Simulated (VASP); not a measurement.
Output of a VASP run:

OUTCAR:
```
 ion  position               nearest neighbor table
   1  0.000  0.000  0.000-   2 2.80   2 2.80   2 2.80   2 2.80
   2  0.250  0.250  0.250-   1 2.80   1 2.80   1 2.80   1 2.80
  LATTYP: Found a face centered cubic cell.
 ALAT       =     6.4600000000
 Subroutine PRICEL returns:
 Original cell was already a primitive cell.
 Subroutine GETGRP returns: Found 24 space group operations
The static configuration has the point symmetry T_d .
The dynamic configuration has the point symmetry T_d .
 Subroutine INISYM returns: Found 24 space group operations
 Subroutine IBZKPT returns following result:
 Found     20 irreducible k-points:

 Following reciprocal coordinates:
            Coordinates               Weight
  0.000000  0.000000  0.000000      1.000000
  0.142857  0.000000  0.000000      8.000000
  0.285714  0.000000  0.000000      8.000000
  0.428571  0.000000  0.000000      8.000000
  0.142857  0.142857  0.000000      6.000000
  0.285714  0.142857  0.000000     24.000000
  0.428571  0.142857  0.000000     24.000000
 -0.428571  0.142857  0.000000     24.000000
 -0.285714  0.142857  0.000000     24.000000
 -0.142857  0.142857  0.000000     12.000000
  0.285714  0.285714  0.000000      6.000000
  0.428571  0.285714  0.000000     24.000000
 -0.428571  0.285714  0.000000     24.000000
 -0.285714  0.285714  0.000000     12.000000
  0.428571  0.428571  0.000000      6.000000
 -0.428571  0.428571  0.000000     12.000000
  0.428571  0.285714  0.142857     24.000000
 -0.428571  0.285714  0.142857     48.000000
 -0.428571  0.428571  0.142857     24.000000
 -0.285714  0.428571  0.142857     24.000000
   k-points           NKPTS =     20   k-points in BZ     NKDIM =     20   number of bands    NBANDS=     13
   number of dos      NEDOS =    301   number of ions     NIONS =      2
   total plane-waves  NPLWV =  46656
   dimension x,y,z NGX =    36 NGY =   36 NGZ =   36
   dimension x,y,z NGXF=    72 NGYF=   72 NGZF=   72
   ions per type =               1   1
   PREC   = accura    normal or accurate (medium, high low for compatibility)
   ISTART =      0    job   : 0-new  1-cont  2-samecut
   ICHARG =      2    charge: 1-file 2-atom 10-const
   ISPIN  =      1    spin polarized calculation?
   LNONCOLLINEAR =      F non collinear calculations
   LSORBIT =      F    spin-orbit coupling
   INIWAV =      1    electr: 0-lowe 1-rand  2-diag
   ENCUT  =  520.0 eV  38.22 Ry    6.18 a.u.   8.49  8.49  8.49*2*pi/ulx,y,z
   NELM   =    100;   NELMIN=  2; NELMDL= -5     # of ELM steps
   EDIFF  = 0.1E-05   stopping-criterion for ELM
   LREAL  =      F    real-space projection
   NLSPLINE    = F    spline interpolate recip. space projectors
   LMAXMIX     =    6 max onsite mixed and CHGCAR
   VOSKOWN=      0    Vosko Wilk Nusair interpolation
   EDIFFG = -.1E-01   stopping-criterion for IOM
   NSW    =     60    number of steps for IOM
   NBLOCK =      1;   KBLOCK =     60    inner block; outer block
   IBRION =      2    ionic relax: 0-MD 1-quasi-New 2-CG
   NFREE  =      1    steps in history (QN), initial steepest desc. (CG)
   ISIF   =      3    stress and relaxation
   ISYM   =      2    0-nonsym 1-usesym 2-fastsym
   TEIN   =    0.0    initial temperature
   TEBEG  =    0.0;   TEEND  =   0.0 temperature during run
   SMASS  =  -3.00    Nose mass-parameter (am)
   PSTRESS=    0.0 pullay stress
   NELECT =      18.0000    total number of electrons
   EFERMI =   0.00;   METHOD = LEGACY
   ISMEAR =     0;   SIGMA  =   0.05  broadening in eV -4-tet -1-fermi 0-gaus
   IALGO  =     38    algorithm
   LDIAG  =      T    sub-space diagonalisation (order eigenvalues)
   IMIX   =      4    mixing-type and parameters
     AMIX     =   0.40;   BMIX     =  1.00
     AMIX_MAG =   1.60;   BMIX_MAG =  1.00
     AMIN     =   0.10
   METAGGA = TPSS    functional components
   VOSKOWN =     0    Vosko Wilk Nusair interpolation
   LHFCALC =     F    Hartree Fock is set to
   LHFONE  =     F    Hartree Fock one center treatment
...
```

### OSZICAR
```
...
DAV:  28    -0.113495209801E+02    0.64831E-02   -0.33907E-02   520   0.273E+00    0.937E-02
DAV:  29    -0.113332187312E+02    0.16302E-01   -0.14843E+02   520   0.629E+03    0.948E-02
DAV:  30    -0.113494210208E+02   -0.16202E-01   -0.12376E-01   520   0.512E+00    0.921E-02
DAV:  31    -0.113494563941E+02   -0.35373E-04   -0.25731E-05   535   0.535E-02    0.849E-02
DAV:  32    -0.113495315251E+02   -0.75131E-04   -0.50599E-06   520   0.333E-02    0.803E-02
DAV:  33    -0.113495293933E+02    0.21319E-05   -0.45501E-07   383   0.824E-03    0.770E-02
DAV:  34    -0.113495269798E+02    0.24134E-05   -0.12660E-06   466   0.117E-02    0.637E-02
DAV:  35    -0.113495233602E+02    0.36196E-05   -0.20521E-06   516   0.135E-02    0.578E-02
DAV:  36    -0.113495223769E+02    0.98329E-06   -0.28177E-07   365   0.677E-03
   1 F= -.11349522E+02 E0= -.11349410E+02  d E =-.113495E+02
       N       E                     dE             d eps       ncg     rms          rms(c)
DAV:   1    -0.129704551468E+02   -0.16209E+01   -0.37247E+01   540   0.763E+01    0.138E+01
DAV:   2    -0.116038724393E+02    0.13666E+01   -0.30609E+00   530   0.258E+01    0.445E+00
DAV:   3    -0.114482674710E+02    0.15560E+00   -0.38684E-01   565   0.679E+00    0.447E+00
DAV:   4    -0.113663522853E+02    0.81915E-01   -0.14527E-01   520   0.328E+00    0.106E+00
DAV:   5    -0.114041388630E+02   -0.37787E-01   -0.36693E-02   520   0.262E+00    0.623E-01
DAV:   6    -0.113880718793E+02    0.16067E-01   -0.45673E+00   520   0.208E+02    0.374E-01
DAV:   7    -0.113649408239E+02    0.23131E-01   -0.11054E-01   520   0.464E+00    0.156E-01
DAV:   8    -0.114033993263E+02   -0.38459E-01   -0.19424E-02   520   0.168E+00    0.131E-01
DAV:   9    -0.114032273051E+02    0.17202E-03   -0.20373E-04   615   0.128E-01    0.862E-02
DAV:  10    -0.114048155145E+02   -0.15882E-02   -0.16337E-04   520   0.134E-01    0.838E-02
DAV:  11    -0.114057823493E+02   -0.96683E-03   -0.30892E-04   525   0.226E-01    0.370E-02
DAV:  12    -0.114057662993E+02    0.16050E-04   -0.32806E-05   600   0.614E-02    0.303E-02
DAV:  13    -0.114057942958E+02   -0.27997E-04   -0.15161E-05   520   0.574E-02    0.331E-03
DAV:  14    -0.114057971401E+02   -0.28442E-05   -0.17145E-06   549   0.146E-02    0.339E-03
DAV:  15    -0.114057973663E+02   -0.22627E-06   -0.22243E-07   320   0.517E-03
   2 F= -.11405797E+02 E0= -.11405685E+02  d E =-.562750E-01
       N       E                     dE             d eps       ncg     rms          rms(c)
DAV:   1    -0.115065620402E+02   -0.10076E+00   -0.21081E+00   545   0.172E+01    0.231E+00
DAV:   2    -0.114187196241E+02    0.87842E-01   -0.22714E-01   540   0.699E+00    0.720E-01
DAV:   3    -0.114112381014E+02    0.74815E-02   -0.26127E-02   540   0.156E+00    0.706E-01
DAV:   4    -0.114073834614E+02    0.38546E-02   -0.69891E-03   560   0.738E-01    0.687E-02
DAV:   5    -0.114097836623E+02   -0.24002E-02   -0.19030E-03   520   0.560E-01    0.102E-01
DAV:   6    -0.114090894740E+02    0.69419E-03   -0.91752E-04   530   0.354E-01    0.364E-02
DAV:   7    -0.114102382113E+02   -0.11487E-02   -0.60780E-04   520   0.307E-01    0.110E-02
DAV:   8    -0.114104442124E+02   -0.20600E-03   -0.12682E-04   545   0.138E-01    0.154E-02
DAV:   9    -0.114104489586E+02   -0.47461E-05   -0.10831E-05   610   0.339E-02    0.760E-03
DAV:  10    -0.114104903088E+02   -0.41350E-04   -0.14408E-05   520   0.340E-02    0.217E-03
DAV:  11    -0.114104908808E+02   -0.57201E-06   -0.18832E-06   612   0.201E-02
   3 F= -.11410491E+02 E0= -.11410378E+02  d E =-.609685E-01
```

### OUTCAR
```
------------------------ aborting loop because EDIFF is reached ----------------------------------------
  FORCE on cell =-STRESS in cart. coord.  units (eV):
  Direction    XX          YY          ZZ          XY          YZ          ZX
  --------------------------------------------------------------------------------------
  Total        0.0177438      0.0177438      0.0177438      0.0000000     -0.0000000     -0.0000000
  in kB        0.3880211      0.3880211      0.3880211      0.0000000     -0.0000000     -0.0000000
  external PRESSURE =       0.3880211 kB  Pullay stress =       0.0000000 kB
  volume of cell :       73.27
      direct lattice vectors                 reciprocal lattice vectors
    -0.000000000  3.321168404  3.321168404    -0.150549427  0.150549427  0.150549427
     3.321168404 -0.000000000  3.321168404     0.150549427 -0.150549427  0.150549427
     3.321168404  3.321168404 -0.000000000     0.150549427  0.150549427 -0.150549427
 POSITION                                       TOTAL-FORCE (eV/Angst)
 -----------------------------------------------------------------------------------
     -0.00000      0.00000      0.00000         0.000000      0.000000      0.000000
      1.66058      1.66058      1.66058        -0.000000     -0.000000     -0.000000
 -----------------------------------------------------------------------------------
    total drift:                               -0.000000     -0.000000     -0.000000
  FREE ENERGIE OF THE ION-ELECTRON SYSTEM (eV)
  ---------------------------------------------------
  free  energy   TOTEN  =       -11.4104908808 eV

  energy  without entropy=      -11.4102660085  energy(sigma->0) =      -11.41037844

 reached required accuracy - stopping structural energy minimisation
```
(Selected blocks of OUTCAR.)

**POSCAR**
```
HgTe
1
    0.0000000000     3.2300000000     3.2300000000
    3.2300000000     0.0000000000     3.2300000000
    3.2300000000     3.2300000000     0.0000000000
Hg Te
1 1
Direct
  0.0000000000   0.0000000000   0.0000000000
  0.2500000000   0.2500000000   0.2500000000
```

Task: Write an INCAR and KPOINTS that could have produced this output.

Result: This is not unique; one that fits is the input of the run itself, TPSS meta-GGA, plane waves, VASP's PBE PAW potentials (set 64).

KPOINTS:
```
Regular mesh
0
G
7 7 7
```

**INCAR**
```
ALGO  =  Normal
EDIFF  =  1E-6
EDIFFG  =  -0.01
ENCUT  =  520
IBRION  =  2
ISIF  =  3
ISMEAR  =  0
LASPH  =  T
LCHARG  =  F
LMAXMIX  =  6
LMIXTAU  =  T
LREAL  =  F
LWAVE  =  F
METAGGA  =  TPSS
NELM  =  100
NSW  =  60
PREC  =  Accurate
SIGMA  =  0.05
SYSTEM  =  HgTe
```

POTCAR, in this order: Hg Te (PBE.64 set). Program: vasp_std.

Energy and stress use the plane-wave basis of the starting cell.

The compound is HgTe in the zinc blende structure. This run relaxes it. Symmetry was kept, so distortions that lower it aren't found.
